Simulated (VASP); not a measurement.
Data:

```
RuSe
1.0
    0.00000     2.75015     2.75015
    2.75015     0.00000     2.75015
    2.75015     2.75015     0.00000
Ru Se
1 1
Direct
  0.00000   0.00000   0.00000
  0.25000   0.25000   0.25000
```

All values below come from PBE GGA, VASP's PBE PAW potentials (set 64) (plane waves; VASP 6.6.1). Settings: 400 eV cut-off, Gaussian smearing of 0.050 eV, potentials Ru_pv Se.

### Question
Estimate the band gap (along the path) with the smallest direct gap where there is one.

### Answer

The band gap (along the path) is none (metal, semimetal or under 0.01 eV).

The absolute energy has meaning only against runs of the same code, potentials and settings.

The structure was generated: RuSe was put into the zinc blende type (F-43m), which need not be its known phase. It was relaxed first, which changed the volume by -28 %.
